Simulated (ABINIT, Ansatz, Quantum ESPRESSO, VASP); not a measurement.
One structure in several programs: CsH (Pm-3m, 2 atoms in the cell)

Self-consistent single point.

```
CELL_PARAMETERS angstrom
      3.81459     0.00000     0.00000
      0.00000     3.81459     0.00000
      0.00000     0.00000     3.81459
ATOMIC_POSITIONS crystal
  Cs 0.00000 0.00000 0.00000
  H  0.50000 0.50000 0.50000
```

Shared settings, as Ansatz (an electronic-structure program) writes them: kpoints.mp_grid.grid = 7 7 7; scf.occupations.method = fixed. Potentials and cutoffs stand in the table.

```tsv
code	model	pressure (GPa)	gap on the mesh (eV)	cutoff
VASP	PBEsol, VASP's PBE PAW potentials (set 64)	-1.21	2.864	300 eV
ABINIT	PBEsol, PAW (JTH v2.0 PBE PAW, files made for PBE)	-0.80	2.870	816 eV
Quantum ESPRESSO	PBEsol, GBRV 1.5 ultrasoft (PBESOL) pseudopotentials	-0.94	2.899	40 Ry
Ansatz	PBEsol, default PAW files made with PBE	-0.92	2.895	420 eV
```

Gaps are read on the mesh.

The spread over the programs that give each value: pressure within 0.41 GPa; gap on the mesh within 0.035 eV.

Ansatz's pressure is given at a fixed set of plane waves, as the other plane-wave codes print theirs.

VASP's run is marked for a possible Pulay error in its stress at this cutoff; no cutoff test was made.

VASP ran the fixed occupations as a Gaussian smearing of 0.01 eV.

The starting cell comes from a database of computed structures (which also holds hypothetical and non-ambient phases and stackings), without a prior relaxation at this level. Its lattice was rescaled by a random factor within 2.5 % of one.

Left out of this page: GPAW, CP2K, Elk, FLEUR and SIESTA (not drawn, or without a comparable value).

Keys are those of Ansatz 0.2.
